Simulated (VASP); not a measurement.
Energy against volume of TiC (rock salt). Level of theory: optB86b-vdW, VASP's PBE PAW potentials (set 64) (plane waves; VASP). Settings: 520 eV cut-off, 14×14×14 Γ-centred mesh, first-order Methfessel-Paxton smearing of 0.10 eV, potentials Ti_sv C.

```csv
V (Å³/atom),E (eV/atom)
9.770,-7.52802
10.072,-7.53578
10.374,-7.52898
10.676,-7.50966
```

Problem. Fit these four points and predict the energy of the run at 9.468 Å³/atom.

Solution. A cubic in V^(−2/3), the third-order Birch-Murnaghan form, passes through the four points with V0 = 10.07 Å³/atom and B0 = 257 GPa, and gives -7.5033 eV/atom there. The run gave -7.5033 eV/atom, -0.1 meV/atom from the fit; all five points give B0 = 256 GPa.

The compound is TiC in the rock salt structure. It was relaxed first.
